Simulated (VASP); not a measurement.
Input:

```
CELL_PARAMETERS angstrom
      0.00000     3.13658     3.13658
      3.13658     0.00000     3.13658
      3.13658     3.13658     0.00000
ATOMIC_POSITIONS crystal
  Ge 0.00000 0.00000 0.00000
  Pt 0.50000 0.50000 0.50000
  Pt 0.25000 0.25000 0.25000
  Pt 0.75000 0.75000 0.75000
```

Level of theory: r2SCAN meta-GGA, VASP's PBE PAW potentials (set 64) (plane waves; VASP). Settings: 400 eV cut-off, 10×10×10 Γ-centred mesh, tetrahedra with Blöchl corrections, potentials Ge_d Pt.

Unless said otherwise, spin-orbit coupling is left out, though it shifts the bands of the heavy elements here.

**Question.** What does the run give for the energy per atom (σ→0), band gap (over mesh and band path) with the smallest direct gap where there is one?

**Answer.** 
| Property | Value |
|---|---|
| band gap (over mesh and band path) | none (metal, semimetal or under 0.01 eV) |
| energy per atom (σ→0) | -42.151 eV/atom |

Total energies compare only between runs with the same potentials, cut-off and functional.

The structure was generated: GePt3 was put into the D03 type (Fm-3m), which need not be its known phase. It was relaxed first, which changed the volume by -11 %.
